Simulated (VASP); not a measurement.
```yaml
crystal:
  lattice:
    - [1.75759, -3.04424, 0.00000]
    - [1.75759, 3.04424, 0.00000]
    - [0.00000, 0.00000, 14.59183]
  atoms:
    - { symbol: Te, position: [0.33333, 0.66667, 0.87302] }
    - { symbol: Te, position: [0.66667, 0.33333, 0.37302] }
    - { symbol: Te, position: [0.66667, 0.33333, 0.12698] }
    - { symbol: Te, position: [0.33333, 0.66667, 0.62698] }
    - { symbol: Mo, position: [0.33333, 0.66667, 0.25000] }
    - { symbol: Mo, position: [0.66667, 0.33333, 0.75000] }
```

These are SCAN meta-GGA, VASP's PBE PAW potentials (set 64) (plane waves; VASP) values and carry that method's errors. Run with 520 eV cut-off, 7×7×2 Γ-centred mesh, Gaussian smearing of 0.050 eV, potentials Te Mo_sv.

Task: Estimate the energy per atom (σ→0).

Result: 
```
Property                        Result
---------------------  ---------------
energy per atom (σ→0)  -36.736 eV/atom
```

The compound is MoTe2 in the 2H layered structure. It was relaxed first. The start is the result of an earlier pass.
